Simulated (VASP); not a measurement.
Space group F-43m (No. 216); a = 5.8864 Å, b = 5.8864 Å, c = 5.8864 Å, α = 90.00°, β = 90.00°, γ = 90.00°

```
atom  site  symmetry       x       y       z
----  ----  --------  ------  ------  ------
In      4a      -43m  0.0000  0.0000  0.0000
P       4d      -43m  0.7500  0.7500  0.7500
```
(The calculation used a cell of 2 atoms; values per cell refer to that cell.)

Level of theory: r2SCAN+rVV10, VASP's PBE PAW potentials (set 64) (plane waves; VASP). Numerical set-up: 520 eV cut-off, 8×8×8 Γ-centred mesh, Gaussian smearing of 0.050 eV, potentials In_d P.

Problem. Give the energy at these volumes per atom, relative to the lowest: 23.94, 24.70, 25.47, 26.23, 27.00 Å³.

Solution. 23.4, 5.7, 0.0, 4.5, 17.5 meV/atom. A third-order Birch-Murnaghan fit gives B0 = 70.5 GPa and B0′ = 4.4.

Measured: bulk modulus 72.0 GPa at 0 K (computed value off by -2.1 %), as given by Daniel Mejia-Rodriguez et al., Physical Review B (2018), arXiv:1807.09216 [0 K value with the zero-point phonon effect removed]; a 5.858 Å at 0 K (computed value off by +0.5 %), as given by Daniel Mejia-Rodriguez et al., Physical Review B (2018), arXiv:1807.09216 [static lattice: zero-point anharmonic expansion removed].

The compound is InP in the zinc blende structure. It was relaxed first.
